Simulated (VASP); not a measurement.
Calculation: PBEsol GGA with spin-orbit coupling, VASP's PBE PAW potentials (set 64) (plane waves; VASP).

The input files of a VASP run:

INCAR:
```
# general
SYSTEM        = FeRuO3
PREC          = Accurate
ENCUT         = 400
LREAL         = .FALSE.
LASPH         = .TRUE.   # aspherical one-centre terms

# electronic loop
EDIFF         = 1E-6
NELM          = 100
ALGO          = Normal   # blocked Davidson
LMAXMIX       = 4   # l cut-off of mixed one-centre charges

# smearing
ISMEAR        = 0   # Gaussian
SIGMA         = 0.2   # width (eV)

# functional
GGA           = PS   # PBEsol
GGA_COMPAT    = .FALSE.

# spin
MAGMOM        = 2*0.0 4.0 12*0.0
LSORBIT       = .TRUE.
LNONCOLLINEAR = .TRUE.

# ions
ISIF          = 2   # forces and stress, cell fixed

# output
LWAVE         = .FALSE.
LCHARG        = .FALSE.
LORBIT        = 11   # lm-projected
```

**KPOINTS**
```
Automatic
0
Gamma
5 5 5
```

**POSCAR**
```
FeRuO3
1
    3.6394680000     0.0000000000     0.0000000000
    0.0000000000     3.6394680000     0.0000000000
    0.0000000000     0.0000000000     3.6394680000
Fe Ru O
1 1 3
Direct
  0.0000000000   0.0000000000   0.0000000000
  0.5000000000   0.5000000000   0.5000000000
  0.0000000000   0.5000000000   0.5000000000
  0.5000000000   0.5000000000   0.0000000000
  0.5000000000   0.0000000000   0.5000000000
```

POTCAR, in this order: Fe Ru_pv O (PBE.64 set). Program: vasp_ncl.

Problem. What will the output report for the number of irreducible k-points (NKPTS), largest plane-wave count, number of space-group operations, FFT grid (NGX, NGY, NGZ)?

Solution. 
The number of irreducible k-points (NKPTS) is 21, the largest plane-wave count comes out as 1790 and the number of space-group operations comes out as 8. The FFT grid (NGX, NGY, NGZ) is 24 × 24 × 24.

The structure was generated: FeRuO3 was put into an ordered model structure, which need not be its known phase. The cell was not relaxed at this level. The k-mesh is coarse (spacing up to 0.35 per Å, 2π included), so the numbers may not be converged in it. The run is one of a series of settings (GGA_COMPAT = .FALSE., ISPIN removed, LNONCOLLINEAR = .TRUE., LSORBIT = .TRUE., MAGMOM = 0.0 0.0 4.0 0.0 0.0 0.0 0.0 0.0 0.0 0.0 0.0 0.0 0.0 0.0 0.0, program vasp_ncl against the base run), some of them coarse on purpose.
